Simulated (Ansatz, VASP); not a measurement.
# NiHO2 (NiHO2 monolayer): VASP beside Ansatz, part 3 of 3

Aim: how closely do two programs agree when they are given the same cell, functional and k mesh? The cell is taken from a series of runs on this material, whose earlier steps may have relaxed, scaled, displaced or heated it; both programs get it as it stands.

VASP 6.6.1 and Ansatz 0.2.0.

So far: Starting point; Ansatz: single point, PBEsol, DFT+U, pair 1; VASP: single point, PBEsol, DFT+U, pair 1; Comparison; Ansatz: single point, PBEsol, DFT+U, pair 2.

**6. VASP: single point, PBEsol, DFT+U, pair 2**

Level of this step: PBEsol, DFT+U (Ni d 1.2 eV), spin-polarised from a ferrimagnetic start; plane waves and PAW (Ni, O, H) (VASP).

The same cell, functional, mesh and smearing now go to VASP, with its own data sets.

File INCAR:

```
SYSTEM = NiHO2
PREC = Accurate
ENCUT = 520
EDIFF = 1E-06
NELM = 200
ISMEAR = -1
SIGMA = 0.05
LREAL = .FALSE.
ALGO = Normal
GGA = PS
NBANDS = 53
ISPIN = 2
MAGMOM = 0.9 0.8 -0.93 0.08 -0.15 0.1 0.03 0.01 -0.01 0 0 -0
LDAU = .TRUE.
LDAUTYPE = 2
LDAUL = 2 -1 -1
LDAUU = 1.2 0 0
LDAUJ = 0 0 0
LDAUPRINT = 1
LASPH = .TRUE.
LMAXMIX = 4
LORBIT = 11
LWAVE = .FALSE.
LCHARG = .FALSE.
ISIF = 2
GGA_COMPAT = .FALSE.
KPAR = 2
```

File POSCAR:

```
NiHO2
1.0
    2.9785591380      0.0000002890      0.0000000000
   -4.4678394570      7.7385232080      0.0000000000
    0.0000000000      0.0000000000     17.9903920000
Ni O H
3 6 3
Direct
    0.6666670000      0.1111110000      0.4720140000
    0.6666670000      0.4444443333      0.4720140000
    0.6666670000      0.7777776667      0.4720140000
    0.0000003335      0.3333332223      0.4168890000
    0.0000003335      0.6666665557      0.4168890000
    0.0000003335      0.9999998890      0.4168890000
    0.3333336665      0.2222221110      0.5284540000
    0.3333336665      0.5555554443      0.5284540000
    0.3333336665      0.8888887777      0.5284540000
    0.3333336665      0.2222221110      0.5831110000
    0.3333336665      0.5555554443      0.5831110000
    0.3333336665      0.8888887777      0.5831110000
```

File KPOINTS:

```
Automatic mesh
0
Gamma
15 5 1
0 0 0
```

Potentials, in the order of the species: Ni, O and H (PBE family, release 64).

On the command line:

```
> mpirun -np 2 vasp_std
```

Numbers of over 12 decimals in the logs are rounded to 6 here.

Log:

```text
[banner, memory and clock lines left out]
running    2 mpi-ranks, on    1 nodes
[...]
[... a notice as in an earlier step ...]

 LDA part: xc-table for (Slater+PW92), standard interpolation
 POSCAR, INCAR and KPOINTS ok, starting setup
[...]
entering main loop
       N       E                     dE             d eps       ncg     rms          rms(c)
DAV:   1     0.632837270009E+03    0.63284E+03   -0.27645E+04  5096   0.109E+03
DAV:   2     0.442945747725E+02   -0.58854E+03   -0.53149E+03  6113   0.284E+02
DAV:   3    -0.773421937322E+02   -0.12164E+03   -0.11897E+03  5926   0.144E+02
DAV:   4    -0.815889662772E+02   -0.42468E+01   -0.42219E+01  6016   0.332E+01
[...]
DAV:  40    -0.652447861243E+02   -0.16391E-05   -0.26046E-08  4133   0.906E-04    0.170E-04
DAV:  41    -0.652447873152E+02   -0.11909E-05   -0.16942E-08  3904   0.457E-04    0.175E-04
DAV:  42    -0.652447880670E+02   -0.75175E-06   -0.87481E-09  3962   0.298E-04
   1 F= -.65244788E+02 E0= -.65213256E+02  d E =-.630650E-01  mag=     0.8915
```

From OUTCAR (step 6):

```text
  Total       -5.7584836     -7.5081699     -6.4854933      0.0000002      0.6481537     -0.0000001
  in kB      -22.2491667    -29.0094642    -25.0581285      0.0000007      2.5042842     -0.0000002
  external PRESSURE =     -25.4389198 kB  Pullay stress =       0.0000000 kB

 POSITION                                       TOTAL-FORCE (eV/Angst)
 -----------------------------------------------------------------------------------
      1.48928      0.85984      8.49172         0.000000     -0.182475     -1.805768
      0.00000      3.43934      8.49172        -0.000000      0.143799     -1.754208
     -1.48928      6.01885      8.49172         0.000000     -0.054456     -1.567652
     -1.48928      2.57951      7.50000        -0.000000      0.002150      1.846146
     -2.97856      5.15901      7.50000         0.000000     -0.207059      1.680601
     -4.46784      7.73852      7.50000        -0.000000      0.006714      1.685491
      0.00000      1.71967      9.50709        -0.000000      0.158618      0.197834
     -1.48928      4.29918      9.50709         0.000000     -0.016754      0.226384
     -2.97856      6.87869      9.50709         0.000000     -0.010206      0.307099
      0.00000      1.71967     10.49040        -0.000000      0.043916     -0.250533
     -1.48928      4.29918     10.49040        -0.000000      0.051296     -0.294585
     -2.97856      6.87869     10.49040        -0.000000      0.064457     -0.270810
 -----------------------------------------------------------------------------------
    total drift:                               -0.010547     -0.000082     -0.001113

  FREE ENERGIE OF THE ION-ELECTRON SYSTEM (eV)
  ---------------------------------------------------
  free  energy   TOTEN  =       -65.2447880670 eV

  energy  without entropy=      -65.1817230969  energy(sigma->0) =      -65.21325558

 magnetization (x)
# of ion       s       p       d       tot
------------------------------------------
    1       -0.000   0.000   0.909   0.909
    2        0.001   0.001   0.792   0.795
    3       -0.000   0.001  -0.933  -0.932
    4        0.006   0.075   0.000   0.081
    5       -0.004  -0.155   0.000  -0.159
    6        0.003   0.101   0.000   0.104
    7        0.021   0.042   0.000   0.063
    8        0.007   0.001   0.000   0.008
    9       -0.010  -0.011   0.000  -0.021
   10        0.005   0.001   0.000   0.006
   11        0.003   0.000   0.000   0.003
   12       -0.003  -0.000   0.000  -0.003
--------------------------------------------------
tot          0.028   0.057   0.768   0.852

[... 1 part as in an earlier step ...]

[... 2 further parts left out ...]
[key lines of the parts left out:]
E-fermi :  -2.6502
```

**7. Differences**

What differs besides the data sets and the points named for the pairs above, as far as they apply: the data sets hold 93 valence electrons in Ansatz (on its default PAW (the set named soft_2) files) and 69 in VASP. Total energies have different zeros and are not compared.

Compared:

```tsv
quantity	Ansatz	VASP	difference
total moment (μB)	0.88	0.89	-0.01
moment on Ni3 (μB)	-0.93	-0.93	0.00
moment on Ni1 (μB)	0.90	0.91	-0.01
moment on Ni2 (μB)	0.80	0.80	0.00
moment on O5 (μB)	-0.15	-0.16	+0.01
moment on O6 (μB)	0.10	0.10	-0.01
moment on O4 (μB)	0.07	0.08	-0.01
moment on O7 (μB)	0.03	0.06	-0.03
```

With vacuum in the cell, a pressure given here is an average over mostly empty space and none of the material.

**8. Ansatz: single point, PBEsol, DFT+U, pair 3**

With cell and atoms fixed, the geometry can't cause a difference; cores, projectors, grids and the points listed under the comparison can.

The cell is taken from a series of runs on this material, whose earlier steps may have relaxed, scaled, displaced or heated it; both programs get it as it stands.

File input.yaml:

```yaml
crystal:
  lattice:
    - [2.978559138, 2.89e-07, 0.0]
    - [-4.467839457, 7.738523208, 0.0]
    - [0.0, 0.0, 17.990392]
  atoms:
    - { symbol: Ni, position: [0.666667, 0.111111, 0.472014], spin: 2.0 }
    - { symbol: Ni, position: [0.666667, 0.444444333, 0.472014], spin: 2.0 }
    - { symbol: Ni, position: [0.666667, 0.777777667, 0.472014], spin: 2.0 }
    - { symbol: O, position: [3.33e-07, 0.333333222, 0.416889] }
    - { symbol: O, position: [3.33e-07, 0.666666556, 0.416889] }
    - { symbol: O, position: [3.33e-07, 0.999999889, 0.416889] }
    - { symbol: O, position: [0.333333667, 0.222222111, 0.528454] }
    - { symbol: O, position: [0.333333667, 0.555555444, 0.528454] }
    - { symbol: O, position: [0.333333667, 0.888888778, 0.528454] }
    - { symbol: H, position: [0.333333667, 0.222222111, 0.583111] }
    - { symbol: H, position: [0.333333667, 0.555555444, 0.583111] }
    - { symbol: H, position: [0.333333667, 0.888888778, 0.583111] }
magnetization:
  spin_polarized: true
kpoints:
  mp_grid: { grid: [15, 5, 1] }
hamiltonian:
  xc: pbesol
  hubbard:
    sites:
      - { species: Ni, l: d, u_eff: 2.4 }
      - { site: 0, l: d, u_eff: 2.4, starting_ns: [{ spin: up, occupation_matrix: ni1_major }, { spin: down, occupation_matrix: ni1_minor }] }
      - { site: 1, l: d, u_eff: 2.4, starting_ns: [{ spin: up, occupation_matrix: ni1_major }, { spin: down, occupation_matrix: ni1_minor }] }
      - { site: 2, l: d, u_eff: 2.4, starting_ns: [{ spin: up, occupation_matrix: ni1_major }, { spin: down, occupation_matrix: ni1_minor }] }
    projectors: ortho-atomic
    occupation_matrices:
      ni1_major:
        matrix:
          - [0.994, 0.0, 0.0, 0.0, 0.0]
          - [0.0, 0.899, 0.0, 0.0, 0.065]
          - [0.0, 0.0, 0.899, 0.065, 0.0]
          - [0.0, 0.0, 0.065, 0.938, 0.0]
          - [0.0, 0.065, 0.0, 0.0, 0.938]
      ni1_minor:
        matrix:
          - [0.991, 0.0, 0.0, 0.0, 0.0]
          - [0.0, 0.597, 0.0, 0.0, 0.308]
          - [0.0, 0.0, 0.597, 0.308, 0.0]
          - [0.0, 0.0, 0.308, 0.751, 0.0]
          - [0.0, 0.308, 0.0, 0.0, 0.751]
scf:
  occupations: { method: fermi_dirac, width: 0.05 }
output:
  eigenvalues: true
```

On the command line:

```
> ansatz run input.yaml --threads 4 --pin off --max-ram 8192MiB --backend cpu --events-out ev --progress --plain --runs-dir out
```

Log:

```text
[...]
Crystal: 12 atoms, lattice volume = 414.672 Å³
Basis set: ecut = 420 eV, 8005 PW (Γ)
Bands: 62, of which v1, the nominal top of the filled ones, is band 47 counted from 1 (46 counted from 0)
Symmetry: 6 space group operations
[...]
k-points: 24 of 75 (time reversal used)
[...]
Starting moments: Σ|m| = 6 μB on 3 of 12 sites
[...]
k-point 1 ↑: bands = [... 43 lower, -3.2369, -2.9108, -2.1003, -2.0256, -1.2897, -1.2855, -1.1992, -1.0783, ... 11 higher]
  k-point 2 ↑: bands = [... 43 lower, -2.9062, -2.8384, -1.9832, -1.9458, -1.5672, -1.2785, -1.2326, -1.1517, ... 11 higher]
  k-point 23 ↓: bands = [... 43 lower, -2.9515, -2.8489, -0.3390, -0.3390, -0.3027, -0.1803, 0.1068, 0.1068, ... 11 higher]
Occupation matrices written to <dir>
[key lines of the parts left out:]
SCF converged after 18 iterations
Magnetization: 3.0000 μB (48.0000 up, 45.0000 down)
Free energy (F): -20816.288596 eV
Fermi energy:    -1.772996 eV
```

**9. VASP: single point, PBEsol, DFT+U, pair 3**

The same cell, functional, mesh and smearing now go to VASP, with its own data sets.

INCAR: that of step 6 with these lines changed.

```diff
@@ -10,5 +10,5 @@
 GGA = PS
-NBANDS = 53
+NBANDS = 54
 ISPIN = 2
-MAGMOM = 0.9 0.8 -0.93 0.08 -0.15 0.1 0.03 0.01 -0.01 0 0 -0
+MAGMOM = 1 1 1 -0.1 -0.1 -0.1 0.03 0.03 0.03 0 0 0
 LDAU = .TRUE.
@@ -16,3 +16,3 @@
 LDAUL = 2 -1 -1
-LDAUU = 1.2 0 0
+LDAUU = 2.4 0 0
 LDAUJ = 0 0 0
```

POSCAR is that of step 6.

KPOINTS is that of step 6.

On the command line:

```
> mpirun -np 2 vasp_std
```

Log:

```text
[... set-up lines as in an earlier step ...]
 entering main loop
       N       E                     dE             d eps       ncg     rms          rms(c)
DAV:   1     0.630993448854E+03    0.63099E+03   -0.27746E+04  5192   0.107E+03
DAV:   2     0.447700037747E+02   -0.58622E+03   -0.53159E+03  6180   0.281E+02
DAV:   3    -0.740399568362E+02   -0.11881E+03   -0.11607E+03  6170   0.140E+02
DAV:   4    -0.780311820033E+02   -0.39912E+01   -0.39679E+01  6090   0.313E+01
[...]
DAV:  29    -0.636685146911E+02   -0.38150E-05   -0.74287E-08  3944   0.986E-04    0.242E-04
DAV:  30    -0.636685164518E+02   -0.17607E-05   -0.24841E-08  4126   0.583E-04    0.241E-04
DAV:  31    -0.636685172791E+02   -0.82732E-06   -0.74170E-09  4136   0.353E-04
   1 F= -.63668517E+02 E0= -.63648490E+02  d E =-.400552E-01  mag=     3.0000
```

OUTCAR, selected parts (step 9):

```text
  Total       -6.7150317     -6.7154792     -6.3049322     -0.0000000     -0.0000182      0.0000000
  in kB      -25.9450004    -25.9467293    -24.3604907     -0.0000000     -0.0000703      0.0000000
  external PRESSURE =     -25.4174068 kB  Pullay stress =       0.0000000 kB

 POSITION                                       TOTAL-FORCE (eV/Angst)
 -----------------------------------------------------------------------------------
      1.48928      0.85984      8.49172         0.000000     -0.000010     -1.608347
      0.00000      3.43934      8.49172         0.000000     -0.000010     -1.608347
     -1.48928      6.01885      8.49172         0.000000     -0.000010     -1.608347
     -1.48928      2.57951      7.50000        -0.000000      0.000006      1.647571
     -2.97856      5.15901      7.50000        -0.000000      0.000006      1.647571
     -4.46784      7.73852      7.50000        -0.000000      0.000006      1.647571
      0.00000      1.71967      9.50709         0.000000     -0.000003      0.246383
     -1.48928      4.29918      9.50709         0.000000     -0.000003      0.246383
     -2.97856      6.87869      9.50709         0.000000     -0.000003      0.246383
      0.00000      1.71967     10.49040        -0.000000      0.000007     -0.285607
     -1.48928      4.29918     10.49040        -0.000000      0.000007     -0.285607
     -2.97856      6.87869     10.49040        -0.000000      0.000007     -0.285607
 -----------------------------------------------------------------------------------
    total drift:                               -0.010556     -0.000094     -0.001178

  FREE ENERGIE OF THE ION-ELECTRON SYSTEM (eV)
  ---------------------------------------------------
  free  energy   TOTEN  =       -63.6685172791 eV

  energy  without entropy=      -63.6284620497  energy(sigma->0) =      -63.64848966

 magnetization (x)
# of ion       s       p       d       tot
------------------------------------------
    1        0.004   0.003   1.014   1.021
    2        0.004   0.003   1.014   1.021
    3        0.004   0.003   1.014   1.021
    4        0.005  -0.098   0.000  -0.094
    5        0.005  -0.098   0.000  -0.094
    6        0.005  -0.098   0.000  -0.094
    7        0.020   0.029   0.000   0.049
    8        0.020   0.029   0.000   0.049
    9        0.020   0.029   0.000   0.049
   10        0.005   0.001   0.000   0.006
   11        0.005   0.001   0.000   0.006
   12        0.005   0.001   0.000   0.006
--------------------------------------------------
tot          0.102  -0.196   3.043   2.949

[... 2 parts as in an earlier step ...]

[... 1 further part left out ...]
[key lines of the parts left out:]
E-fermi :  -2.8832
```

**10. Comparison**

What differs besides the data sets and the points named for the pairs above, as far as they apply: the data sets hold 93 valence electrons in Ansatz (on its default PAW (the set named soft_2) files) and 69 in VASP. Total energies have different zeros and are not compared.

Compared:

```tsv
quantity	Ansatz	VASP	difference
total moment (μB)	3.00	3.00	0.00
moment on Ni1 (μB)	1.00	1.02	-0.02
moment on Ni2 (μB)	1.00	1.02	-0.02
moment on Ni3 (μB)	1.00	1.02	-0.02
moment on O4 (μB)	-0.10	-0.09	0.00
moment on O5 (μB)	-0.10	-0.09	0.00
moment on O6 (μB)	-0.10	-0.09	0.00
```

With vacuum in the cell, a pressure given here is an average over mostly empty space and none of the material.

**11. Results**

```yaml
difference_in_total_moment_single_point_pbesol_dft_u_pair_1: 0 μB
difference_in_total_moment_single_point_pbesol_dft_u_pair_2: -0.011 μB
difference_in_total_moment_single_point_pbesol_dft_u_pair_3: 0 μB
```

**Reading.** The difference in total moment is 0 μB (single point, PBEsol, DFT+U, pair 1). The data sets hold unlike numbers of valence electrons (93 in Ansatz and 69 in VASP), so part of the differences comes from the potentials. How closely two codes agree says nothing of how well the functional describes the real material.

[Lines on the potential files, build, host, timing and source positions are cut from VASP's logs without a mark.]

[Logs are printed without paths, hosts, clocks, repeated set-up lines and the standing remarks that a program may print on its own settings, such as how far it seeks lower states.]

[Hosts, paths, dates, database ids (printed as entryN), source tags and the programs' standing remarks are cut or masked in the printed files.]
